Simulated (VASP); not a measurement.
Output of a VASP run:

File OUTCAR:
```
 ion  position               nearest neighbor table
   1  0.421  0.329  0.500-  20 2.54  21 2.54  17 2.54  21 2.54   7 2.68   5 2.84   8 2.84  12 3.04
                            14 3.04   9 3.04  15 3.04  15 3.18   9 3.18  13 3.18  10 3.18
   2  0.421  0.829  0.500-  19 2.54  22 2.54  18 2.54  22 2.54   8 2.68   7 2.84   6 2.84  11 3.04
                            13 3.04  10 3.04  16 3.04  16 3.18  10 3.18   9 3.18  14 3.18
   3  0.921  0.329  0.500-  18 2.54  23 2.54  19 2.54  23 2.54   5 2.68   6 2.84   7 2.84  10 3.04
                            16 3.04  13 3.04  11 3.04  13 3.18  11 3.18  12 3.18  15 3.18
   4  0.921  0.829  0.500-  17 2.54  24 2.54  20 2.54  24 2.54   6 2.68   5 2.84   8 2.84   9 3.04
                            15 3.04  14 3.04  12 3.04  14 3.18  12 3.18  16 3.18  11 3.18
   5  0.079  0.171  0.500-  17 2.54  21 2.54  17 2.54  24 2.54   3 2.68   1 2.84   4 2.84  10 3.04
                            16 3.04  13 3.04  11 3.04  13 3.18  11 3.18   9 3.18  14 3.18
   6  0.079  0.671  0.500-  18 2.54  22 2.54  18 2.54  23 2.54   4 2.68   3 2.84   2 2.84   9 3.04
                            15 3.04  14 3.04  12 3.04  14 3.18  12 3.18  13 3.18  10 3.18
   7  0.579  0.171  0.500-  19 2.54  23 2.54  19 2.54  22 2.54   1 2.68   2 2.84   3 2.84  12 3.04
                            14 3.04   9 3.04  15 3.04  15 3.18   9 3.18  16 3.18  11 3.18
   8  0.579  0.671  0.500-  20 2.54  24 2.54  20 2.54  21 2.54   2 2.68   1 2.84   4 2.84  11 3.04
                            13 3.04  10 3.04  16 3.04  16 3.18  10 3.18  12 3.18  15 3.18
   9  0.329  0.079  0.817-  17 2.54  22 2.54  21 2.54  19 2.54  14 2.68  14 2.84  15 2.84   6 3.04
                             4 3.04   7 3.04   1 3.04   7 3.18   1 3.18   5 3.18   2 3.18
  10  0.329  0.579  0.817-  18 2.54  21 2.54  20 2.54  22 2.54  13 2.68  13 2.84  16 2.84   5 3.04
                             3 3.04   8 3.04   2 3.04   8 3.18   2 3.18   1 3.18   6 3.18
  11  0.829  0.079  0.817-  19 2.54  24 2.54  23 2.54  17 2.54  16 2.68  16 2.84  13 2.84   8 3.04
                             2 3.04   3 3.04   5 3.04   5 3.18   3 3.18   4 3.18   7 3.18
  12  0.829  0.579  0.817-  20 2.54  23 2.54  18 2.54  24 2.54  15 2.68  15 2.84  14 2.84   7 3.04
                             1 3.04   4 3.04   6 3.04   6 3.18   4 3.18   8 3.18   3 3.18
  13  0.171  0.421  0.183-  18 2.54  21 2.54  17 2.54  23 2.54  10 2.68  10 2.84  11 2.84   2 3.04
                             8 3.04   5 3.04   3 3.04   3 3.18   5 3.18   6 3.18   1 3.18
  14  0.171  0.921  0.183-  17 2.54  22 2.54  18 2.54  24 2.54   9 2.68   9 2.84  12 2.84   1 3.04
                             7 3.04   6 3.04   4 3.04   4 3.18   6 3.18   2 3.18   5 3.18
  15  0.671  0.421  0.183-  20 2.54  23 2.54  21 2.54  19 2.54  12 2.68  12 2.84   9 2.84   4 3.04
                             6 3.04   1 3.04   7 3.04   1 3.18   7 3.18   3 3.18   8 3.18
  16  0.671  0.921  0.183-  19 2.54  24 2.54  22 2.54  20 2.54  11 2.68  11 2.84  10 2.84   3 3.04
                             5 3.04   2 3.04   8 3.04   2 3.18   8 3.18   7 3.18   4 3.18
  17  0.125  0.125  0.000-  21 2.38  24 2.38   9 2.54  14 2.54  13 2.54  11 2.54   1 2.54   5 2.54
                             4 2.54   5 2.54
  18  0.125  0.625  0.000-  22 2.38  23 2.38  10 2.54  13 2.54  12 2.54  14 2.54   2 2.54   6 2.54
                             3 2.54   6 2.54
  19  0.625  0.125  0.000-  22 2.38  23 2.38  11 2.54  16 2.54  15 2.54   9 2.54   3 2.54   7 2.54
                             2 2.54   7 2.54
  20  0.625  0.625  0.000-  21 2.38  24 2.38  12 2.54  15 2.54  10 2.54  16 2.54   4 2.54   8 2.54
                             1 2.54   8 2.54
  21  0.375  0.375  0.000-  17 2.38  20 2.38  10 2.54  13 2.54   9 2.54  15 2.54   1 2.54   8 2.54
                             1 2.54   5 2.54
  22  0.375  0.875  0.000-  18 2.38  19 2.38   9 2.54  14 2.54  10 2.54  16 2.54   2 2.54   7 2.54
                             2 2.54   6 2.54
  23  0.875  0.375  0.000-  18 2.38  19 2.38  12 2.54  15 2.54  13 2.54  11 2.54   3 2.54   6 2.54
                             3 2.54   7 2.54
  24  0.875  0.875  0.000-  17 2.38  20 2.38  11 2.54  16 2.54  14 2.54  12 2.54   4 2.54   5 2.54
                             4 2.54   8 2.54
  LATTYP: Found a base centered monoclinic cell.
 ALAT       =     9.5183000000
 B/A-ratio  =     1.7724841678
 C/A-ratio  =     0.5087791838
 COS(beta)  =    -0.4913723045
 Subroutine PRICEL returns following result:
  LATTYP: Found a body centered tetragonal cell.
 ALAT       =     5.9648120000
 C/A-ratio  =     0.7978709136
 Subroutine GETGRP returns: Found  4 space group operations
The static configuration has the point symmetry S_2 .
 The point group associated with its full space group is C_2h.
The dynamic configuration has the point symmetry S_2 .
 Subroutine INISYM returns: Found  4 space group operations
 Subroutine IBZKPT returns following result:
 Found      1 irreducible k-points:

 Following reciprocal coordinates:
            Coordinates               Weight
  0.000000  0.000000  0.000000      1.000000
   k-points           NKPTS =      1   k-points in BZ     NKDIM =      1   number of bands    NBANDS=     81
   number of dos      NEDOS =    301   number of ions     NIONS =     24
   total plane-waves  NPLWV =  87808
   dimension x,y,z NGX =    56 NGY =   56 NGZ =   28
   dimension x,y,z NGXF=   112 NGYF=  112 NGZF=   56
   ions per type =              16   8
   PREC   = accura    normal or accurate (medium, high low for compatibility)
   ISTART =      0    job   : 0-new  1-cont  2-samecut
   ICHARG =      2    charge: 1-file 2-atom 10-const
   ISPIN  =      1    spin polarized calculation?
   LNONCOLLINEAR =      F non collinear calculations
...
```

File OSZICAR:
```
       N       E                     dE             d eps       ncg     rms          rms(c)
DAV:   1     0.834877821978E+03    0.83488E+03   -0.36305E+04   162   0.123E+03
DAV:   2    -0.256699612019E+02   -0.86055E+03   -0.84112E+03   162   0.342E+02
DAV:   3    -0.119153693639E+03   -0.93484E+02   -0.84945E+02   227   0.137E+02
DAV:   4    -0.124361915483E+03   -0.52082E+01   -0.50264E+01   252   0.443E+01
DAV:   5    -0.124463186935E+03   -0.10127E+00   -0.10115E+00   252   0.586E+00    0.536E+01
DAV:   6    -0.166631979274E+03   -0.42169E+02   -0.91679E+02   195   0.364E+02    0.451E+01
DAV:   7    -0.101436379615E+03    0.65196E+02   -0.20850E+02   204   0.119E+02    0.142E+01
DAV:   8    -0.959882412314E+02    0.54481E+01   -0.27063E+01   244   0.506E+01    0.251E+00
DAV:   9    -0.958809935906E+02    0.10725E+00   -0.13253E+00   228   0.504E+00    0.117E+00
DAV:  10    -0.960641718323E+02   -0.18318E+00   -0.99046E-01   244   0.989E+00    0.348E+00
DAV:  11    -0.958906868072E+02    0.17349E+00   -0.44726E-01   252   0.629E+00    0.134E+00
DAV:  12    -0.958768379218E+02    0.13849E-01   -0.27347E-01   252   0.478E+00    0.601E-01
DAV:  13    -0.958723479474E+02    0.44900E-02   -0.16242E-02   252   0.644E-01    0.415E-01
DAV:  14    -0.958700061605E+02    0.23418E-02   -0.33618E-03   244   0.353E-01    0.244E-01
DAV:  15    -0.958689803320E+02    0.10258E-02   -0.31196E-03   252   0.421E-01    0.692E-02
DAV:  16    -0.958689590347E+02    0.21297E-04   -0.17924E-04   252   0.626E-02    0.458E-02
DAV:  17    -0.958689413016E+02    0.17733E-04   -0.16208E-05   236   0.274E-02    0.250E-02
DAV:  18    -0.958689347892E+02    0.65124E-05   -0.56107E-06   188   0.208E-02    0.157E-02
DAV:  19    -0.958689290134E+02    0.57758E-05   -0.14584E-05   228   0.302E-02    0.307E-03
DAV:  20    -0.958689284682E+02    0.54519E-06   -0.23264E-06   116   0.121E-02
   1 F= -.95868928E+02 E0= -.95905482E+02  d E =0.109660E+00
```

### OUTCAR
```
------------------------ aborting loop because EDIFF is reached ----------------------------------------
  FORCE on cell =-STRESS in cart. coord.  units (eV):
  Direction    XX          YY          ZZ          XY          YZ          ZX
  --------------------------------------------------------------------------------------
  Total       -4.9798474     -4.9798474     19.0659406     29.4197318    -10.3757624    -10.3757636
  in kB      -23.5599146    -23.5599146     90.2019464    139.1862654    -49.0882659    -49.0882715
  external PRESSURE =      14.3607058 kB  Pullay stress =       0.0000000 kB
  volume of cell :      338.65
      direct lattice vectors                 reciprocal lattice vectors
    -5.964812000  5.964812000  4.759150000     0.000000000  0.083824939  0.105060778
     5.964812000 -5.964812000  4.759150000     0.083824939  0.000000000  0.105060778
     2.982406000  2.982406000 -2.379575000     0.167649877  0.167649877  0.000000000
 POSITION                                       TOTAL-FORCE (eV/Angst)
 -----------------------------------------------------------------------------------
      0.94608      2.03633      2.37958         0.462152     -0.462152      0.000000
      3.92848     -0.94608      4.75915         0.462152     -0.462152      0.000000
     -2.03633      5.01873      4.75915         0.462152     -0.462152      0.000000
      0.94608      2.03633      7.13873         0.462152     -0.462152     -0.000000
      2.03633      0.94608      0.00000        -0.462152      0.462152      0.000000
      5.01873     -2.03633      2.37957        -0.462152      0.462152      0.000000
     -0.94608      3.92848      2.37957        -0.462152      0.462152     -0.000000
      2.03633      0.94608      4.75915        -0.462152      0.462152      0.000000
      0.94608      3.92848     -0.00000         0.392656      0.392656      0.036476
      3.92848      0.94608      2.37957         0.392656      0.392656      0.036476
     -2.03633      6.91089      2.37957         0.392656      0.392656      0.036476
      0.94608      3.92848      4.75915         0.392656      0.392656      0.036476
      2.03633     -0.94608      2.37958        -0.392656     -0.392656     -0.036476
      5.01873     -3.92848      4.75915        -0.392656     -0.392656     -0.036476
     -0.94608      2.03633      4.75915        -0.392656     -0.392656     -0.036476
      2.03633     -0.94608      7.13873        -0.392656     -0.392656     -0.036476
      0.00000      0.00000      1.18979        -0.011342      0.011342      0.000000
      2.98241     -2.98241      3.56936        -0.011342      0.011342      0.000000
     -2.98241      2.98241      3.56936        -0.011342      0.011342      0.000000
      0.00000      0.00000      5.94894        -0.011342      0.011342      0.000000
      0.00000      0.00000      3.56936         0.011342     -0.011342      0.000000
      2.98241     -2.98241      5.94894         0.011342     -0.011342      0.000000
     -2.98241      2.98241      5.94894         0.011342     -0.011342      0.000000
      0.00000      0.00000      8.32851         0.011342     -0.011342      0.000000
 -----------------------------------------------------------------------------------
    total drift:                                0.000000      0.000000     -0.000000
  FREE ENERGIE OF THE ION-ELECTRON SYSTEM (eV)
  ---------------------------------------------------
  free  energy   TOTEN  =       -95.8689284682 eV

  energy  without entropy=      -95.9785880174  energy(sigma->0) =      -95.90548165
```
(Selected blocks of OUTCAR.)

POSCAR:
```
Al2Cu
1
   -5.9648120000     5.9648120000     4.7591500000
    5.9648120000    -5.9648120000     4.7591500000
    2.9824060000     2.9824060000    -2.3795750000
Al Cu
16 8
Direct
  0.4206950000   0.3293050000   0.5000000000
  0.4206950000   0.8293050000   0.5000000000
  0.9206950000   0.3293050000   0.5000000000
  0.9206950000   0.8293050000   0.5000000000
  0.0793050000   0.1706950000   0.5000000000
  0.0793050000   0.6706950000   0.5000000000
  0.5793050000   0.1706950000   0.5000000000
  0.5793050000   0.6706950000   0.5000000000
  0.3293050000   0.0793050000   0.8172200000
  0.3293050000   0.5793050000   0.8172200000
  0.8293050000   0.0793050000   0.8172200000
  0.8293050000   0.5793050000   0.8172200000
  0.1706950000   0.4206950000   0.1827800000
  0.1706950000   0.9206950000   0.1827800000
  0.6706950000   0.4206950000   0.1827800000
  0.6706950000   0.9206950000   0.1827800000
  0.1250000000   0.1250000000   0.0000000000
  0.1250000000   0.6250000000   0.0000000000
  0.6250000000   0.1250000000   0.0000000000
  0.6250000000   0.6250000000   0.0000000000
  0.3750000000   0.3750000000   0.0000000000
  0.3750000000   0.8750000000   0.0000000000
  0.8750000000   0.3750000000   0.0000000000
  0.8750000000   0.8750000000   0.0000000000
```

Problem. Write an INCAR and KPOINTS that could have produced this output.

Solution. Several could match; the one computed here: the input of the run itself, PBEsol GGA, plane waves, VASP's PBE PAW potentials (set 64).

**INCAR**
```
# general
SYSTEM =Al2Cu
PREC   =Accurate
ENCUT  =300
LREAL  =Auto
LASPH  =.TRUE.

# electronic loop
EDIFF  =1E-6
NELM   =100
ALGO   =Normal
LMAXMIX=4

# smearing
ISMEAR =1
SIGMA  =0.272

# functional
GGA    =PS

# ions
ISIF   =2

# output
LWAVE  =.FALSE.
LCHARG =.FALSE.
```

### KPOINTS
```
Automatic mesh
0
Gamma
1 1 1
0 0 0
```

POTCAR, in this order: Al Cu (PBE.64 set). Program: vasp_std.

At this cut-off the stress carries a Pulay error, which pulls relaxed volumes low.

The structure comes from a computed database's Al2Cu entry; how it stands against other phases isn't given here. The cell was not relaxed at this level. The k-mesh is coarse (spacing up to 1.49 per Å, 2π included), so the numbers may not be converged in it. The run is one of a series of settings (LREAL = Auto, KPOINTS 1×1×1 Γ-centred mesh against the base run), some of them coarse on purpose.
